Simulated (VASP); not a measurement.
# AlCl (Fm-3m) in VASP: further runs

The runs below take AlCl through relaxation of the atoms, with PBE.

Program: VASP 6.6.1. These are calculated values, not measurements. Logs are shortened: lines on timing, memory, paths and dates and some standing lists are left out, and cuts for length are marked.

**1. The undisturbed crystal**

Symmetry: Fm-3m, No. 225, cubic system. The conventional cell has a = 5.697 Å, b = 5.697 Å, c = 5.697 Å, α = 90.00°, β = 90.00°, γ = 90.00°. Al (site symmetry m-3m) is surrounded by 6 Cl at 2.85 Å. Cl (site symmetry m-3m) is surrounded by 6 Al at 2.85 Å.

The cell was built by a generator and needn't be a form met in nature.

**2. Relaxation of the atoms, PBE, 22.19 Å³/atom (strain = -0.04)**

File INCAR:

```
SYSTEM = AlCl
PREC     = Accurate       ! precision mode
ENCUT    = 520            ! plane-wave cutoff, eV
EDIFF    = 1E-6           ! SCF threshold, eV
ISMEAR   = -1             ! smearing method
SIGMA    = 0.05           ! smearing width, eV
LREAL    = .False.        ! projectors in reciprocal space
LASPH    = .True.         ! aspherical terms in the spheres
NELM     = 60             ! most SCF steps
ALGO     = Normal         ! electronic algorithm
ISIF     = 2              ! what is computed and relaxed
LWAVE    = .False.        ! write WAVECAR
LCHARG   = .False.        ! write CHGCAR
GGA      = PE             ! functional
IBRION   = 2              ! ionic algorithm
NSW      = 60             ! ionic steps
EDIFFG   = -0.02          ! ionic threshold
```

File KPOINTS:

```
Automatic mesh
0
Gamma
  8 8 8
  0 0 0
```

File POSCAR:

```
AlCl
1.0
    0.0000000000      2.8486347600      2.7346893696
    2.8486347600      0.0000000000      2.7346893696
    2.8486347600      2.8486347600      0.0000000000
Al Cl
1 1
Direct
    0.5000000000      0.5000000000      0.5000000000
    0.0000000000      0.0000000000      0.0000000000
```

Potentials or basis: VASP PAW PBE potentials, release 64 (Al, Cl).

The run is started by

```sh
cat potpaw_PBE.64/Al/POTCAR potpaw_PBE.64/Cl/POTCAR > POTCAR
mpirun -np 1 vasp_std > vasp.out
```

OUTCAR:

```text
SYSTEM = AlCl
   PREC = Accurate
   ENCUT = 520
   EDIFF = 1E-6
   ISMEAR = -1
   LREAL = .False.
   LASPH = .True.
   NELM = 60
   ISIF = 2
   GGA = PE
   IBRION = 2
   NSW = 60
   EDIFFG = -0.02

 ion  position               nearest neighbor table
   1  0.500  0.500  0.500-   2 2.73   2 2.73   2 2.85   2 2.85   2 2.85   2 2.85
   2  0.000  0.000  0.000-   1 2.73   1 2.73   1 2.85   1 2.85   1 2.85   1 2.85

  LATTYP: Found a body centered tetragonal cell.
 ALAT       =     4.0285779118
 C/A-ratio  =     1.3576450199

  Lattice vectors:

 A1 = (   0.0000000000,  -2.8486347600,  -2.7346893696)
 A2 = (   0.0000000000,   2.8486347600,  -2.7346893696)
 A3 = (   2.8486347600,   0.0000000000,   2.7346893696)

Analysis of symmetry for initial positions (statically):
=====================================================================
 Subroutine PRICEL returns:
 Original cell was already a primitive cell.

 Routine SETGRP: Setting up the symmetry group for a
 body centered tetragonal supercell.

 Subroutine GETGRP returns: Found 16 space group operations
 (whereof 16 operations were pure point group operations)
 out of a pool of 16 trial point group operations.

The static configuration has the point symmetry D_4h.

Analysis of symmetry for dynamics (positions and initial velocities):
=====================================================================
 Subroutine PRICEL returns:
 Original cell was already a primitive cell.

 Routine SETGRP: Setting up the symmetry group for a
 body centered tetragonal supercell.

 Subroutine GETGRP returns: Found 16 space group operations
 (whereof 16 operations were pure point group operations)
 out of a pool of 16 trial point group operations.

The dynamic configuration has the point symmetry D_4h.

 Subroutine INISYM returns: Found 16 space group operations
 (whereof 16 operations are pure point group operations),
 and found     1 'primitive' translations

----------------------------------------------------------------------------------------

                                     Primitive cell

  volume of cell :      44.3825

  direct lattice vectors                    reciprocal lattice vectors
     0.000000000  2.848634760  2.734689370    -0.175522677  0.175522677  0.182836122
     2.848634760  0.000000000  2.734689370     0.175522677 -0.175522677  0.182836122
     2.848634760  2.848634760  0.000000000     0.175522677  0.175522677 -0.182836122

  length of vectors
     3.948828427  3.948828427  4.028577912     0.308294450  0.308294450  0.308294450

  position of ions in fractional coordinates (direct lattice)
     0.500000000  0.500000000  0.500000000
     0.000000000  0.000000000  0.000000000

  ion indices of the primitive-cell ions
   primitive index   ion index
                 1           1
                 2           2

----------------------------------------------------------------------------------------

 KPOINTS: Automatic mesh

Automatic generation of k-mesh.
 Grid dimensions read from file:
 generate k-points for:    8    8    8

 Generating k-lattice:

  Cartesian coordinates                     Fractional coordinates (reciprocal lattice)
    -0.021940335  0.021940335  0.022854515     0.125000000  0.000000000  0.000000000
     0.021940335 -0.021940335  0.022854515     0.000000000  0.125000000  0.000000000
     0.021940335  0.021940335 -0.022854515    -0.000000000 -0.000000000  0.125000000

  Length of vectors
     0.038536806  0.038536806  0.038536806

  Shift w.r.t. Gamma in fractional coordinates (k-lattice)
     0.000000000  0.000000000  0.000000000

 Subroutine IBZKPT returns following result:
 ===========================================

 Found     59 irreducible k-points:

 Following reciprocal coordinates:
            Coordinates               Weight
  0.000000  0.000000  0.000000      1.000000
  0.125000  0.000000  0.000000      8.000000
  0.250000  0.000000  0.000000      8.000000
  0.375000 -0.000000  0.000000      8.000000
  0.500000  0.000000  0.000000      4.000000
  0.125000  0.125000  0.000000      2.000000
[... 16 lines left out ...]
  0.250000  0.000000  0.125000     16.000000
  0.375000  0.000000  0.125000     16.000000
 [... further k-points ...]
   k-points           NKPTS =     59   k-points in BZ     NKDIM =     59   number of bands    NBANDS=      9
   number of dos      NEDOS =    301   number of ions     NIONS =      2
   total plane-waves  NPLWV =  27000
   dimension x,y,z NGX =    30 NGY =   30 NGZ =   30
   dimension x,y,z NGXF=    60 NGYF=   60 NGZF=   60
   ions per type =               1   1
   NGX,Y,Z   is equivalent  to a cutoff of  12.63, 12.63, 12.38 a.u.
   NGXF,Y,Z  is equivalent  to a cutoff of  25.26, 25.26, 24.76 a.u.
 SYSTEM =  AlCl
   PREC   = accura    normal or accurate (medium, high low for compatibility)
   ISTART =      0    job   : 0-new  1-cont  2-samecut
   ICHARG =      2    charge: 1-file 2-atom 10-const
   ISPIN  =      1    spin polarized calculation?
   LNONCOLLINEAR =      F non collinear calculations
   LSORBIT =      F    spin-orbit coupling
   LASPH  =      T    aspherical Exc in radial PAW
   ENCUT  =  520.0 eV  38.22 Ry    6.18 a.u.   7.34  7.34  7.49*2*pi/ulx,y,z
   NELM   =     60;   NELMIN=  2; NELMDL= -5     # of ELM steps
   EDIFF  = 0.1E-05   stopping-criterion for ELM
   LREAL  =      F    real-space projection
   EDIFFG = -.2E-01   stopping-criterion for IOM
   NSW    =     60    number of steps for IOM
   IBRION =      2    ionic relax: 0-MD 1-quasi-New 2-CG
   NFREE  =      1    steps in history (QN), initial steepest desc. (CG)
   ISIF   =      2    stress and relaxation
   ISYM   =      2    0-nonsym 1-usesym 2-fastsym
   POTIM  = 0.5000    time-step for ionic-motion
   TEBEG  =    0.0;   TEEND  =   0.0 temperature during run
   PSTRESS=    0.0 pullay stress
   NELECT =      10.0000    total number of electrons
   NUPDOWN=      -1.0000    fix difference up-down
   EMIN   =  10.00;   EMAX   =-10.00  energy-range for DOS
   EFERMI =   0.00;   METHOD = LEGACY
   ISMEAR =    -1;   SIGMA  =   0.05  broadening in eV -4-tet -1-fermi 0-gaus
   EFERMI_NEDOS =   21; number of points for ismear=-14 and -15
   IALGO  =     38    algorithm
   IMIX   =      4    mixing-type and parameters
     AMIX     =   0.40;   BMIX     =  1.00
     AMIX_MAG =   1.60;   BMIX_MAG =  1.00
  volume/ion in A,a.u.               =      22.19       149.75
  Fermi-wavevector in a.u.,A,eV,Ry     =   0.996180  1.882507 13.502066  0.992374
  Thomas-Fermi vector in A             =   2.128250
   LORBIT       =      0    0 simple, 1 ext, 2 COOP (PROOUT), +10 PAW based schemes
   GGA     = PE    functional components
   LHFCALC =     F    Hartree Fock is set to
   AEXX    =    0.0000 exact exchange contribution
   IVDW    =     0    specifies the selected vdW correction
   LEPSILON=     F    determine dielectric tensor
   LRPA    =     F    only Hartree local field effects (RPA)
 conjugate gradient relaxation of ions
 non-spin polarized calculation
  energy-cutoff  :      520.00
  volume of cell :       44.38
 maximum number of plane-waves:      1211
 NGX is ok and might be reduce to    30
   NGX = 15   NGY = 15   NGZ = 15

 number of electron      10.0000000 magnetization

 Free energy of the ion-electron system (eV)
  ---------------------------------------------------
  ext. energy  EPLUGINS =         0.00000000
  ---------------------------------------------------
  free energy    TOTEN  =        -5.83743525 eV

  energy without entropy =       -5.83739001  energy(sigma->0) =       -5.83741263

 E-fermi :   5.7158     XC(G=0):  -9.0350

 val. band max:        5.4039244939   @ k =   0.5000   0.0000   0.0000
 cond. band min:       6.0812129853   @ k =  -0.3750   0.1250   0.0000
 fundamental gap:      0.6772884914
 Fermi energy:         5.7157833134

 k-point     1 :       0.0000    0.0000    0.0000
  band No.  band energies     occupation
      1     -12.1011      2.00000
      2       0.4238      2.00000
      3       0.6463      2.00000
      4       0.6463      2.00000
      5       1.4604      2.00000
      6      10.5988      0.00000
      7      10.5988      0.00000
      8      10.8317      0.00000
      9      10.8327      0.00000

 k-point     2 :       0.1250    0.0000    0.0000
  band No.  band energies     occupation
      1     -12.0417      2.00000
      2      -0.4086      2.00000
      3       0.4953      2.00000
      4       0.6047      2.00000
      5       2.4694      2.00000
      6       9.4183      0.00000
      7       9.6827      0.00000
      8      10.1305      0.00000
      9      11.1671      0.00000

 k-point     3 :       0.2500    0.0000    0.0000
  band No.  band energies     occupation
      1     -11.8916      2.00000
      2      -1.5171      2.00000
      3       0.4478      2.00000
      4       0.5095      2.00000
      5       3.7170      2.00000
      6       8.0181      0.00000
      7       8.5925      0.00000
      8       8.9860      0.00000
      9      11.7571      0.00000

 k-point     4 :       0.3750   -0.0000    0.0000
  band No.  band energies     occupation
      1     -11.7309      2.00000
      2      -2.2994      2.00000
      3       0.4079      2.00000
      4       0.4207      2.00000
      5       4.7686      2.00000
      6       6.8841      0.00000
      7       7.8968      0.00000
      8       8.2010      0.00000
      9      12.2946      0.00000
[... 205 lines left out ...]
 k-point    22 :       0.1250    0.0000    0.1250
  band No.  band energies     occupation
      1     -12.0255      2.00000
      2      -0.3475      2.00000
      3       0.2776      2.00000
      4       0.5224      2.00000
      5       2.6700      2.00000
      6       8.7430      0.00000
      7       9.9092      0.00000
      8      10.1338      0.00000
      9      10.4548      0.00000

 k-point    23 :       0.2500    0.0000    0.1250
  band No.  band energies     occupation
      1     -11.9089      2.00000
      2      -1.1734      2.00000
      3       0.2217      2.00000
      4       0.4110      2.00000
      5       3.5453      2.00000
      6       7.6790      0.00000
      7       8.9966      0.00000
      8       9.7400      0.00000
      9      10.7218      0.00000

 k-point    24 :       0.3750    0.0000    0.1250
  band No.  band energies     occupation
      1     -11.7518      2.00000
      2      -1.9702      2.00000
      3       0.1712      2.00000
      4       0.2778      2.00000
      5       4.4266      2.00000
      6       6.8307      0.00000
      7       8.3925      0.00000
      8       8.9335      0.00000
      9      11.4346      0.00000

 [... further k-points ...]

------------------------ aborting loop because EDIFF is reached ----------------------------------------

  FORCE on cell =-STRESS in cart. coord.  units (eV):
  Direction    XX          YY          ZZ          XY          YZ          ZX
  --------------------------------------------------------------------------------------
  -------------------------------------------------------------------------------------
  Total        1.7986571      1.7986571      2.6880792      0.0000000      0.0000000      0.0000000
  in kB       64.9303034     64.9303034     97.0378377      0.0000000      0.0000000      0.0000000
  external PRESSURE =      75.6328148 kB  Pullay stress =       0.0000000 kB

 VOLUME and BASIS-vectors are now :
 -----------------------------------------------------------------------------
  energy-cutoff  :      520.00
  volume of cell :       44.38
      direct lattice vectors                 reciprocal lattice vectors
     0.000000000  2.848634760  2.734689370    -0.175522677  0.175522677  0.182836122
     2.848634760  0.000000000  2.734689370     0.175522677 -0.175522677  0.182836122
     2.848634760  2.848634760  0.000000000     0.175522677  0.175522677 -0.182836122

 POSITION                                       TOTAL-FORCE (eV/Angst)
 -----------------------------------------------------------------------------------
      2.84863      2.84863      2.73469        -0.000000      0.000000     -0.000000
      0.00000      0.00000      0.00000         0.000000     -0.000000      0.000000
 -----------------------------------------------------------------------------------
    total drift:                               -0.000000      0.000000      0.000000

  FREE ENERGIE OF THE ION-ELECTRON SYSTEM (eV)
  ---------------------------------------------------
  free  energy   TOTEN  =        -5.8374352547 eV

  energy  without entropy=       -5.8373900072  energy(sigma->0) =       -5.83741263

 reached required accuracy - stopping structural energy minimisation
```

Run time: 14 s. Hardware: 1 thread of Intel Xeon 6975P-C (Granite Rapids), shared host; peak memory 0.17 GiB.

Results:

* Free energy: -5.8374 eV
* Pressure after relaxing: 7.6 GPa
* Band gap on the k mesh: 0.68 eV, indirect (least direct gap 0.81 eV)

Caveat: the relaxation stopped at its first step, so nothing moved.

**3. Relaxation of the atoms, PBE, 22.65 Å³/atom (strain = -0.02)**

INCAR is that of step 2.

KPOINTS is that of step 2.

File POSCAR:

```
AlCl
1.0
    0.0000000000      2.8486347600      2.7916620648
    2.8486347600      0.0000000000      2.7916620648
    2.8486347600      2.8486347600      0.0000000000
Al Cl
1 1
Direct
    0.5000000000      0.5000000000      0.5000000000
    0.0000000000      0.0000000000      0.0000000000
```

Potentials or basis: VASP PAW PBE potentials, release 64 (Al, Cl).

The run is started by

```sh
cat potpaw_PBE.64/Al/POTCAR potpaw_PBE.64/Cl/POTCAR > POTCAR
mpirun -np 1 vasp_std > vasp.out
```

Run time: 12 s. Hardware: 1 thread of Intel Xeon 6975P-C (Granite Rapids), shared host; peak memory 0.17 GiB.

Results (log left out):

```yaml
Free_energy: -5.8871 eV
Pressure_after_relaxing: 6.6 GPa
Band_gap_on_the_k_mesh: 0.66 eV, direct
```

Caveat: the relaxation stopped at its first step, so nothing moved.
